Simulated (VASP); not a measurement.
# SrPb7Se8 (Fm-3m) in VASP: further runs

One crystal, SrPb7Se8, is run at these levels: PBEsol; tasks: relaxation of cell and atoms.

Everything below comes from runs of VASP 6.6.1. Logs are shortened: lines on timing, memory, paths and dates and some standing lists are left out, and cuts for length are marked.

**1. Starting point**

It takes space group Fm-3m (No. 225, cubic). The conventional cell has a = 12.270 Å, b = 12.270 Å, c = 12.270 Å, α = 90.00°, β = 90.00°, γ = 90.00°. Sr (site symmetry m-3m) has 6 Se at 3.07 Å as nearest neighbours. Around Pb (site symmetry mmm) lie 6 Se at 3.07 Å. Around Pb (site symmetry m-3m) lie 6 Se at 3.07 Å. Se (site symmetry -43m) is surrounded by 6 Pb at 3.07 Å. Se (site symmetry 4mm) has 1 Sr at 3.07 Å and 5 Pb at 3.07 Å as nearest neighbours.

The cell was built by a generator and needn't be a form met in nature.

**2. Relaxation of cell and atoms, PBEsol**

INCAR

```
SYSTEM = SrPb7Se8
ALGO = Normal
EDIFF = 1E-6
EDIFFG = -0.01
ENCUT = 600
GGA = PS
IBRION = 2
ISIF = 3
ISMEAR = 0
KPAR = 4
LASPH = .TRUE.
LCHARG = .FALSE.
LREAL = .FALSE.
LWAVE = .FALSE.
NELM = 80
NSW = 90
PREC = Accurate
SIGMA = 0.03
```

KPOINTS

```
k-points
0
G
  4 4 4
  0 0 0
```

POSCAR

```
SrPb7Se8
1.0
    0.0000000000      6.1348875000     -6.1348875000
   -6.1348875000      0.0000000000     -6.1348875000
   -6.1348875000      6.1348875000      0.0000000000
Sr Pb Se
1 7 8
Direct
    0.5000000000      0.5000000000      0.0000000000
    0.0000000000      0.5000000000      0.0000000000
    0.5000000000      0.0000000000      0.0000000000
    0.0000000000      0.0000000000      0.0000000000
    0.5000000000      0.5000000000      0.5000000000
    0.0000000000      0.5000000000      0.5000000000
    0.5000000000      0.0000000000      0.5000000000
    0.0000000000      0.0000000000      0.5000000000
    0.7500000000      0.7500000000      0.2500000000
    0.2500000000      0.7500000000      0.2500000000
    0.7500000000      0.2500000000      0.2500000000
    0.2500000000      0.2500000000      0.2500000000
    0.7500000000      0.7500000000      0.7500000000
    0.2500000000      0.7500000000      0.7500000000
    0.7500000000      0.2500000000      0.7500000000
    0.2500000000      0.2500000000      0.7500000000
```

Potentials or basis: VASP PAW PBE potentials, release 64 (Sr_sv, Pb_d, Se).

Command:

```sh
cat potpaw_PBE.64/Sr_sv/POTCAR potpaw_PBE.64/Pb_d/POTCAR potpaw_PBE.64/Se/POTCAR > POTCAR
mpirun -np 4 vasp_std > vasp.out
```

OUTCAR:

```text
SYSTEM = SrPb7Se8
   EDIFF = 1E-6
   EDIFFG = -0.01
   ENCUT = 600
   GGA = PS
   IBRION = 2
   ISIF = 3
   ISMEAR = 0
   LASPH = .TRUE.
   LREAL = .FALSE.
   NELM = 80
   NSW = 90
   PREC = Accurate

 ion  position               nearest neighbor table
   1  0.500  0.500  0.000-  10 3.07  11 3.07  12 3.07  13 3.07  14 3.07  15 3.07   2 4.34   3 4.34
                             5 4.34   5 4.34   6 4.34   7 4.34   3 4.34   4 4.34   7 4.34   2 4.34
   2  0.000  0.500  0.000-   9 3.07  11 3.07  12 3.07  13 3.07  14 3.07  16 3.07   1 4.34   1 4.34

   3  0.500  0.000  0.000-   9 3.07  10 3.07  12 3.07  13 3.07  15 3.07  16 3.07   1 4.34   1 4.34

   4  0.000  0.000  0.000-   9 3.07  10 3.07  11 3.07  14 3.07  15 3.07  16 3.07   1 4.34   1 4.34
[... 7 lines left out ...]
   8  0.000  0.000  0.500-  10 3.07  11 3.07  12 3.07  13 3.07  14 3.07  15 3.07
   9  0.750  0.750  0.250-   2 3.07   3 3.07   4 3.07   5 3.07   6 3.07   7 3.07
  10  0.250  0.750  0.250-   1 3.07   3 3.07   4 3.07   5 3.07   6 3.07   8 3.07
  11  0.750  0.250  0.250-   1 3.07   2 3.07   4 3.07   5 3.07   7 3.07   8 3.07
  12  0.250  0.250  0.250-   1 3.07   2 3.07   3 3.07   6 3.07   7 3.07   8 3.07
  13  0.750  0.750  0.750-   1 3.07   2 3.07   3 3.07   6 3.07   7 3.07   8 3.07
  14  0.250  0.750  0.750-   1 3.07   2 3.07   4 3.07   5 3.07   7 3.07   8 3.07
  15  0.750  0.250  0.750-   1 3.07   3 3.07   4 3.07   5 3.07   6 3.07   8 3.07
  16  0.250  0.250  0.750-   2 3.07   3 3.07   4 3.07   5 3.07   6 3.07   7 3.07

  LATTYP: Found a face centered cubic cell.
 ALAT       =    12.2697750000

  Lattice vectors:

 A1 = (   0.0000000000,   6.1348875000,  -6.1348875000)
 A2 = (  -6.1348875000,   0.0000000000,  -6.1348875000)
 A3 = (  -6.1348875000,   6.1348875000,   0.0000000000)

Analysis of symmetry for initial positions (statically):
=====================================================================
 Subroutine PRICEL returns:
 Original cell was already a primitive cell.

 Routine SETGRP: Setting up the symmetry group for a
 face centered cubic supercell.

 Subroutine GETGRP returns: Found 48 space group operations
 (whereof  8 operations were pure point group operations)
 out of a pool of 48 trial point group operations.

The static configuration has the point symmetry D_2h.
 The point group associated with its full space group is O_h .

Analysis of symmetry for dynamics (positions and initial velocities):
=====================================================================
 Subroutine PRICEL returns:
 Original cell was already a primitive cell.

 Routine SETGRP: Setting up the symmetry group for a
 face centered cubic supercell.

 Subroutine GETGRP returns: Found 48 space group operations
 (whereof  8 operations were pure point group operations)
[... 128 lines left out ...]
   EFERMI =   0.00;   METHOD = LEGACY
   ISMEAR =     0;   SIGMA  =   0.03  broadening in eV -4-tet -1-fermi 0-gaus
   EFERMI_NEDOS =   21; number of points for ismear=-14 and -15
   IALGO  =     38    algorithm
   IMIX   =      4    mixing-type and parameters
     AMIX     =   0.40;   BMIX     =  1.00
     AMIX_MAG =   1.60;   BMIX_MAG =  1.00
  volume/ion in A,a.u.               =      28.86       194.77
  Fermi-wavevector in a.u.,A,eV,Ry     =   1.140162  2.154593 17.687146  1.299969
  Thomas-Fermi vector in A             =   2.276864
   LORBIT       =      0    0 simple, 1 ext, 2 COOP (PROOUT), +10 PAW based schemes
   GGA     = PS    functional components
   LHFCALC =     F    Hartree Fock is set to
   AEXX    =    0.0000 exact exchange contribution
   IVDW    =     0    specifies the selected vdW correction
   LEPSILON=     F    determine dielectric tensor
   LRPA    =     F    only Hartree local field effects (RPA)
 conjugate gradient relaxation of ions
 non-spin polarized calculation
 Gauss-broadening in eV      SIGMA  =   0.03
  energy-cutoff  :      600.00
  volume of cell :      461.80
 maximum number of plane-waves:     15473
 NGX is ok and might be reduce to    70
   NGX = 35   NGY = 35   NGZ = 35

--------------------------------------- Ionic step        1  -------------------------------------------

 number of electron     155.9999988 magnetization

 Free energy of the ion-electron system (eV)
  ---------------------------------------------------
  ext. energy  EPLUGINS =         0.00000000
  ---------------------------------------------------
  free energy    TOTEN  =       -72.18552629 eV

  energy without entropy =      -72.18552629  energy(sigma->0) =      -72.18552629

------------------------ aborting loop because EDIFF is reached ----------------------------------------

  FORCE on cell =-STRESS in cart. coord.  units (eV):
  Direction    XX          YY          ZZ          XY          YZ          ZX
  --------------------------------------------------------------------------------------
  -------------------------------------------------------------------------------------
  Total       -1.0193485     -1.0193485     -1.0193485      0.0000000     -0.0000000      0.0000000
  in kB       -3.5365797     -3.5365797     -3.5365797      0.0000000     -0.0000000      0.0000000
  external PRESSURE =      -3.5365797 kB  Pullay stress =       0.0000000 kB
[... 237 lines left out ...]
--------------------------------------- Ionic step        6  -------------------------------------------

 number of electron     155.9999989 magnetization

 Free energy of the ion-electron system (eV)
  ---------------------------------------------------
  ext. energy  EPLUGINS =         0.00000000
  ---------------------------------------------------
  free energy    TOTEN  =       -72.18940241 eV

  energy without entropy =      -72.18940241  energy(sigma->0) =      -72.18940241

 E-fermi :   4.7240     XC(G=0):  -9.6555

 val. band max:        4.5940575998   @ k =   0.0000   0.0000   0.0000
 cond. band min:       4.8535756791   @ k =   0.0000   0.0000   0.0000
 fundamental gap:      0.2595180793
 Fermi energy:         4.7239758574

 k-point     1 :       0.0000    0.0000    0.0000
  band No.  band energies     occupation
      1     -30.1031      2.00000
      2     -12.2450      2.00000
      3     -12.2450      2.00000
      4     -12.2450      2.00000
      5     -12.2101      2.00000
      6     -12.1821      2.00000
[... 733 lines left out ...]
     89       7.9671      0.00000
     90       8.2451      0.00000
 [bands above 90 left out]

------------------------ aborting loop because EDIFF is reached ----------------------------------------

  FORCE on cell =-STRESS in cart. coord.  units (eV):
  Direction    XX          YY          ZZ          XY          YZ          ZX
  --------------------------------------------------------------------------------------
  -------------------------------------------------------------------------------------
  Total        0.0266901      0.0266901      0.0266901     -0.0000000      0.0000000      0.0000000
  in kB        0.0932439      0.0932439      0.0932439     -0.0000000      0.0000000      0.0000000
  external PRESSURE =       0.0932439 kB  Pullay stress =       0.0000000 kB
[... 31 lines left out ...]
  FREE ENERGIE OF THE ION-ELECTRON SYSTEM (eV)
  ---------------------------------------------------
  free  energy   TOTEN  =       -72.1894024109 eV

  energy  without entropy=      -72.1894024109  energy(sigma->0) =      -72.18940241

 reached required accuracy - stopping structural energy minimisation
```

OSZICAR:

```text
N       E                     dE             d eps       ncg     rms          rms(c)
DAV:   1     0.193516643750E+04    0.19352E+04   -0.73881E+04  1488   0.191E+03
DAV:   2     0.249431181143E+03   -0.16857E+04   -0.16410E+04  1496   0.502E+02
DAV:   3    -0.487083709562E+02   -0.29814E+03   -0.28503E+03  1945   0.231E+02
[... 44 lines left out ...]
DAV:   1    -0.721892890378E+02    0.82423E-05   -0.27130E-02  1559   0.439E-01    0.107E-01
DAV:   2    -0.721894137703E+02   -0.12473E-03   -0.17456E-03  1880   0.155E-01    0.639E-02
DAV:   3    -0.721894047899E+02    0.89804E-05   -0.67426E-05  1942   0.490E-02    0.305E-02
DAV:   4    -0.721894028613E+02    0.19286E-05   -0.20075E-05  2008   0.234E-02    0.763E-03
DAV:   5    -0.721894024109E+02    0.45033E-06   -0.16458E-06  1206   0.541E-03
   6 F= -.72189402E+02 E0= -.72189402E+02  d E =-.221035E-03
```

CONTCAR:

```text
SrPb7Se8
   1.00000000000000
     0.0000000000000000    6.1207309892194983   -6.1207309892194983
    -6.1207309892194983    0.0000000000000000   -6.1207309892194983
    -6.1207309892194983    6.1207309892194983   -0.0000000000000000
  Sr              Pb              Se
     1     7     8
Direct
     0.5000000000000000    0.5000000000000000    0.0000000000000000
     1.0000000000000000    0.5000000000000000    0.0000000000000000
     0.5000000000000000    0.0000000000000000    0.0000000000000000
     1.0000000000000000    0.0000000000000000    0.0000000000000000
     0.5000000000000000    0.5000000000000000    0.5000000000000000
     1.0000000000000000    0.5000000000000000    0.5000000000000000
[... 8 lines left out ...]
     0.7503617429984261    0.2496382570015739    0.7496382570015739
     0.2500000000000000    0.2500000000000000    0.7500000000000000

  0.00000000E+00  0.00000000E+00  0.00000000E+00
  0.00000000E+00  0.00000000E+00  0.00000000E+00
  0.00000000E+00  0.00000000E+00  0.00000000E+00
  0.00000000E+00  0.00000000E+00  0.00000000E+00
  0.00000000E+00  0.00000000E+00  0.00000000E+00
  0.00000000E+00  0.00000000E+00  0.00000000E+00
[... 8 lines left out ...]
  0.00000000E+00  0.00000000E+00  0.00000000E+00
  0.00000000E+00  0.00000000E+00  0.00000000E+00
```

Run time: 6.5 min. Hardware: 4 MPI ranks of Intel Xeon 6975P-C (Granite Rapids), shared host; peak memory 1 GiB.

Results:

```yaml
Free_energy: -72.1894 eV
Relaxed_volume: 28.66 Å³/atom
Relaxed_cell: a = 8.656 Å, b = 8.656 Å, c = 8.656 Å, α = 60.00°, β = 60.00°, γ = 60.00°
Space_group_after_relaxing_to_0.05_Å: Fm-3m (No. 225)
Energy_gained_by_relaxing: 0.2 meV/atom
Ionic_steps: 6
Pressure_after_relaxing: 0.0 GPa
Band_gap_on_the_k_mesh: 0.26 eV, direct
```

The path:
| step | energy change (eV) | largest force (eV/Å) | pressure (GPa) | volume (Å³) |
| --- | --- | --- | --- | --- |
| 1 | 0.0000 | 0.0312 | -0.35 | 461.80 |
| 2 | -0.0033 | 0.0186 | 0.12 | 457.55 |
| 3 | -0.0037 | 0.0218 | 0.01 | 458.59 |
| 4 | -0.0037 | 0.0216 | 0.01 | 458.52 |
| 5 | -0.0038 | 0.0147 | 0.01 | 458.55 |
| 6 | -0.0039 | 0.0003 | 0.01 | 458.61 |

Final structure:
```yaml
crystal:
  lattice:
    - [0.00000, 6.12073, -6.12073]
    - [-6.12073, 0.00000, -6.12073]
    - [-6.12073, 6.12073, 0.00000]
  atoms:
    - { symbol: Sr, position: [0.50000, 0.50000, 0.00000] }
    - { symbol: Pb, position: [0.00000, 0.50000, 0.00000] }
    - { symbol: Pb, position: [0.50000, 0.00000, 0.00000] }
    - { symbol: Pb, position: [0.00000, 0.00000, 0.00000] }
    - { symbol: Pb, position: [0.50000, 0.50000, 0.50000] }
    - { symbol: Pb, position: [0.00000, 0.50000, 0.50000] }
    - { symbol: Pb, position: [0.50000, 0.00000, 0.50000] }
    - { symbol: Pb, position: [0.00000, 0.00000, 0.50000] }
    - { symbol: Se, position: [0.75000, 0.75000, 0.25000] }
    - { symbol: Se, position: [0.24964, 0.75036, 0.25036] }
    - { symbol: Se, position: [0.75036, 0.24964, 0.25036] }
    - { symbol: Se, position: [0.24964, 0.24964, 0.25036] }
    - { symbol: Se, position: [0.75036, 0.75036, 0.74964] }
    - { symbol: Se, position: [0.24964, 0.75036, 0.74964] }
    - { symbol: Se, position: [0.75036, 0.24964, 0.74964] }
    - { symbol: Se, position: [0.25000, 0.25000, 0.75000] }
```

Levels at points of the mesh, in eV from the valence-band top:
```
           k point  band 76  band 77  band 78  band 79  band 80  band 81
(0.00, 0.00, 0.00)     0.00     0.00     0.00     0.26     0.51     0.51
(0.50, 0.00, 0.00)    -1.34    -1.24    -0.59     1.58     2.46     2.56
(0.50, 0.50, 0.00)    -0.69    -0.56    -0.56     1.25     1.39     1.64
```

Caveat: the PAW data sets were made with another functional, which shifts forces and pressure a little; spin-orbit coupling is left out, which as a rule narrows the gap of such compounds by several tenths of an eV.

**3. Relaxation of cell and atoms, PBEsol**

This run uses another cell than the first one, of 28.66 Å³/atom, 0.993 times its volume.

Changes to INCAR since step 2:

```diff
@@ -2,4 +2,4 @@
 ALGO = Normal
-EDIFF = 1E-6
-EDIFFG = -0.01
+EDIFF = 1E-7
+EDIFFG = -0.005
 ENCUT = 600
```

KPOINTS is that of step 2.

POSCAR

```
SrPb7Se8                                
1.0
    0.0000000000      6.1207309892     -6.1207309892
   -6.1207309892      0.0000000000     -6.1207309892
   -6.1207309892      6.1207309892     -0.0000000000
  Sr              Pb              Se            
     1     7     8
Direct
     0.5000000000000000    0.5000000000000000    0.0000000000000000
     1.0000000000000000    0.5000000000000000    0.0000000000000000
     0.5000000000000000    0.0000000000000000    0.0000000000000000
     1.0000000000000000    0.0000000000000000    0.0000000000000000
     0.5000000000000000    0.5000000000000000    0.5000000000000000
     1.0000000000000000    0.5000000000000000    0.5000000000000000
     0.5000000000000000    0.0000000000000000    0.5000000000000000
     1.0000000000000000    0.0000000000000000    0.5000000000000000
     0.7500000000000000    0.7500000000000000    0.2500000000000000
     0.2496382570015739    0.7503617429984261    0.2503617429984260
     0.7503617429984261    0.2496382570015739    0.2503617429984260
     0.2496382570015739    0.2496382570015739    0.2503617429984260
     0.7503617429984261    0.7503617429984261    0.7496382570015739
     0.2496382570015739    0.7503617429984261    0.7496382570015739
     0.7503617429984261    0.2496382570015739    0.7496382570015739
     0.2500000000000000    0.2500000000000000    0.7500000000000000
```

Potentials or basis: VASP PAW PBE potentials, release 64 (Sr_sv, Pb_d, Se).

Command:

```sh
cat potpaw_PBE.64/Sr_sv/POTCAR potpaw_PBE.64/Pb_d/POTCAR potpaw_PBE.64/Se/POTCAR > POTCAR
mpirun -np 4 vasp_std > vasp.out
```

OUTCAR:

```text
SYSTEM = SrPb7Se8
   EDIFF = 1E-7
   EDIFFG = -0.005
   ENCUT = 600
   GGA = PS
   IBRION = 2
   ISIF = 3
   ISMEAR = 0
   LASPH = .TRUE.
   LREAL = .FALSE.
   NELM = 80
   NSW = 90
   PREC = Accurate

 ion  position               nearest neighbor table
   1  0.500  0.500  0.000-  10 3.06  11 3.06  12 3.06  13 3.06  14 3.06  15 3.06   2 4.33   3 4.33
                             5 4.33   5 4.33   6 4.33   7 4.33   3 4.33   4 4.33   7 4.33   2 4.33
   2  0.000  0.500  0.000-   9 3.06  16 3.06  12 3.06  13 3.06  14 3.06  11 3.06   1 4.33   1 4.33
[... 978 lines left out ...]
  Total        0.0191284      0.0191284      0.0191284      0.0000000      0.0000000     -0.0000000
  in kB        0.0668266      0.0668266      0.0668266      0.0000000      0.0000000     -0.0000000
  external PRESSURE =       0.0668266 kB  Pullay stress =       0.0000000 kB

 VOLUME and BASIS-vectors are now :
 -----------------------------------------------------------------------------
  energy-cutoff  :      600.00
  volume of cell :      458.61
      direct lattice vectors                 reciprocal lattice vectors
     0.000000000  6.120730989 -6.120730989     0.081689589  0.081689589 -0.081689589
    -6.120730989  0.000000000 -6.120730989    -0.081689589 -0.081689589 -0.081689589
    -6.120730989  6.120730989  0.000000000    -0.081689589  0.081689589  0.081689589

 POSITION                                       TOTAL-FORCE (eV/Angst)
 -----------------------------------------------------------------------------------
     -3.06037      3.06037     -6.12073        -0.000000     -0.000000      0.000000
     -3.06037      0.00000     -3.06037        -0.000000      0.000000      0.000000
      0.00000      3.06037     -3.06037        -0.000000      0.000000      0.000000
      0.00000      0.00000      0.00000        -0.000000     -0.000000      0.000000
     -6.12073      6.12073     -6.12073        -0.000000      0.000000     -0.000000
     -6.12073      3.06037     -3.06037        -0.000000     -0.000000      0.000000
[... 8 lines left out ...]
     -6.11630      9.18110     -6.12073         0.000156      0.000000      0.000000
     -6.12073      6.12073     -3.06037        -0.000000      0.000000     -0.000000
 -----------------------------------------------------------------------------------
    total drift:                                0.000000      0.000000      0.000000

  FREE ENERGIE OF THE ION-ELECTRON SYSTEM (eV)
  ---------------------------------------------------
  free  energy   TOTEN  =       -72.1891759456 eV

  energy  without entropy=      -72.1891759456  energy(sigma->0) =      -72.18917595

 reached required accuracy - stopping structural energy minimisation
```

OSZICAR:

```text
N       E                     dE             d eps       ncg     rms          rms(c)
DAV:   1     0.193754340469E+04    0.19375E+04   -0.74299E+04  1488   0.192E+03
DAV:   2     0.253699030820E+03   -0.16838E+04   -0.16401E+04  1496   0.502E+02
DAV:   3    -0.469991719837E+02   -0.30070E+03   -0.28652E+03  1926   0.231E+02
DAV:   4    -0.736327862961E+02   -0.26634E+02   -0.26290E+02  2016   0.634E+01
DAV:   5    -0.746534787950E+02   -0.10207E+01   -0.10169E+01  2208   0.112E+01    0.220E+01
DAV:   6    -0.722541861746E+02    0.23993E+01   -0.58166E+00  2249   0.913E+00    0.118E+01
DAV:   7    -0.722164711852E+02    0.37715E-01   -0.24387E+00  2107   0.437E+00    0.263E+00
DAV:   8    -0.721904222258E+02    0.26049E-01   -0.44499E-01  1836   0.349E+00    0.677E-01
DAV:   9    -0.721886056044E+02    0.18166E-02   -0.45405E-02  2134   0.111E+00    0.241E-01
DAV:  10    -0.721891164543E+02   -0.51085E-03   -0.43620E-03  2154   0.288E-01    0.867E-02
DAV:  11    -0.721891608007E+02   -0.44346E-04   -0.64554E-04  2184   0.119E-01    0.484E-02
DAV:  12    -0.721891741811E+02   -0.13380E-04   -0.12044E-04  1951   0.336E-02    0.209E-02
DAV:  13    -0.721891764653E+02   -0.22842E-05   -0.14104E-05  1952   0.147E-02    0.968E-03
DAV:  14    -0.721891760277E+02    0.43755E-06   -0.89340E-06  1866   0.103E-02    0.402E-03
DAV:  15    -0.721891760086E+02    0.19121E-07   -0.14572E-06  1622   0.485E-03    0.216E-03
DAV:  16    -0.721891759456E+02    0.63048E-07   -0.20399E-07  1164   0.271E-03
   1 F= -.72189176E+02 E0= -.72189176E+02  d E =-.721892E+02
```

Run time: 2.3 min. Hardware: 4 MPI ranks of Intel Xeon 6975P-C (Granite Rapids), shared host; peak memory 0.92 GiB.

Results:

* Free energy: -72.1892 eV
* Pressure after relaxing: 0.0 GPa
* Band gap on the k mesh: 0.26 eV, direct

Final structure:
```
Sr Pb Se
1.0
     0.00000    6.12073   -6.12073
    -6.12073    0.00000   -6.12073
    -6.12073    6.12073    0.00000
Sr Pb Se
1 7 8
Direct
  0.50000 0.50000 0.00000
  0.00000 0.50000 0.00000
  0.50000 0.00000 0.00000
  0.00000 0.00000 0.00000
  0.50000 0.50000 0.50000
  0.00000 0.50000 0.50000
  0.50000 0.00000 0.50000
  0.00000 0.00000 0.50000
  0.75000 0.75000 0.25000
  0.24964 0.75036 0.25036
  0.75036 0.24964 0.25036
  0.24964 0.24964 0.25036
  0.75036 0.75036 0.74964
  0.24964 0.75036 0.74964
  0.75036 0.24964 0.74964
  0.25000 0.25000 0.75000
```

Caveat: the relaxation stopped at its first step, so nothing moved; the PAW data sets were made with another functional, which shifts forces and pressure a little; spin-orbit coupling is left out, which as a rule narrows the gap of such compounds by several tenths of an eV.
